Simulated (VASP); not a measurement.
# Te2Ir2O: single point with PBEsol

Te2Ir2O:

```
CELL_PARAMETERS angstrom
5.42990 3.35366 0.00000
5.42990 -3.35366 0.00000
0.00000 0.00000 -5.92387
ATOMIC_POSITIONS crystal
Ir 0.32760 0.02640 0.71630
Ir 0.67240 0.97360 0.21630
Ir 0.97360 0.67240 0.71630
Ir 0.02640 0.32760 0.21630
Te 0.34310 0.09670 0.37260
Te 0.65690 0.90330 0.87260
Te 0.90330 0.65690 0.37260
Te 0.09670 0.34310 0.87260
O 0.20730 0.79270 0.76420
O 0.79270 0.20730 0.26420
```

The cell was built by a generator and needn't be a form met in nature.

```
Program                : VASP 6.6.1
Task                   : single point
Functional             : PBEsol
Potentials or basis    : VASP PAW PBE potentials, release 64 (Ir, Te, O)
Cutoff                 : 520 eV
k mesh                 : 3 × 3 × 3
Occupations            : fermi-dirac, width 0.0897 eV
Spin                   : no spin polarisation
Dipole correction      : no
Further INCAR settings : ALGO = Normal; EDIFF = 1e-07; NBANDS = 47
```

```
Pressure               : 89.2 GPa
Largest force          : 14.489 eV/Å
Band gap on the k mesh : none (metal or under the smearing width)
```

Forces on the atoms (eV/Å):
```
Ir  -14.142   2.607  -1.773
Ir   14.142  -2.607  -1.773
Ir   14.142   2.607  -1.773
Ir  -14.142  -2.607  -1.773
Te   -1.251   1.028   1.746
Te    1.251  -1.028   1.746
Te    1.251   1.028   1.746
Te   -1.251  -1.028   1.746
O     0.000   0.335   0.054
O     0.000  -0.335   0.054
```

Stress tensor (GPa, compression positive):
```
 36.24   0.00   0.00
  0.00 113.97   0.00
  0.00   0.00 117.38
```

Levels at points of the mesh, in eV from the Fermi level:
```
           k point  band 34  band 35  band 36  band 37  band 38  band 39
(0.00, 0.00, 0.00)    -1.42    -0.69    -0.58    -0.40    -0.35     0.37
```

It took 88 s on 1 thread of Intel(R) Xeon(R) Platinum 8559C (Emerald Rapids) (shared host), peak memory 0.35 GiB.

Caveat: the k mesh is coarse (spacing up to 0.37 Å⁻¹), so the values aren't converged; a pressure of tens of GPa on the cell as given is suspect, and the run, the potentials or the cell itself is likely at fault; the PAW data sets were made with another functional, which shifts forces and pressure a little. Spin-orbit coupling is left out, which matters for the levels of Ir, Te.
